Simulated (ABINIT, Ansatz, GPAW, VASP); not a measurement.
## Ta3N: programs and potentials compared

```
Ta N
1.0
     3.03222    0.00000    0.00000
    -1.51611    2.62598    0.00000
     0.00000    0.00000    7.52414
Ta N
3 1
Direct
  0.67856 0.35183 0.82240
  0.34771 0.66490 0.17549
  0.99945 0.00065 0.49519
  0.99628 0.01546 0.99323
```

The cell comes from a database or a generator and needn't be the stable form of this composition.

Atoms were shifted at random by some hundredths of an Å from the given cell, which wasn't relaxed again for these runs.

Alike in all runs: task single point; functional PBE; k mesh 10 × 10 × 4; occupations fermi-dirac, width 0.05 eV; no spin polarisation; no spin-orbit coupling. A missing gap at this level doesn't show that the real crystal is a metal. Pressure is positive in compression and, in plane waves, holds the error of the finite cutoff, which Ansatz's Pulay term estimates and takes out.

```tsv
program and potentials	plane-wave cutoff (eV)	notes	band gap (eV)	pressure (GPa)	largest force (eV/Å)	energy over the undisturbed cell (meV/atom)
Ansatz, Ansatz PAW	420	11 valence electrons an atom on average; Pulay term of +0.21 GPa included	no gap	-0.86	0.960	14.02
ABINIT, JTH PAW PBE v2.0	707	11 valence electrons an atom on average	no gap	-1.01	0.960	14.08
GPAW, GPAW PAW data sets (gpaw-data 1.2.1)	800	11 valence electrons an atom on average	?	?	?	-
VASP, PBE PAW files N, Ta_pv, 520 eV	520	9.5 valence electrons an atom on average	no gap	-0.58	0.919	-
```

Q: Estimate from the other rows what the run with GPAW, GPAW PAW data sets (gpaw-data 1.2.1) gave.

A: No band gap; pressure -0.74 GPa; largest force 0.942 eV/Å. The other rows, which needn't bracket it: pressure -1.01 to -0.58; largest force 0.919 to 0.960; energy over the undisturbed cell 14.02 to 14.08.
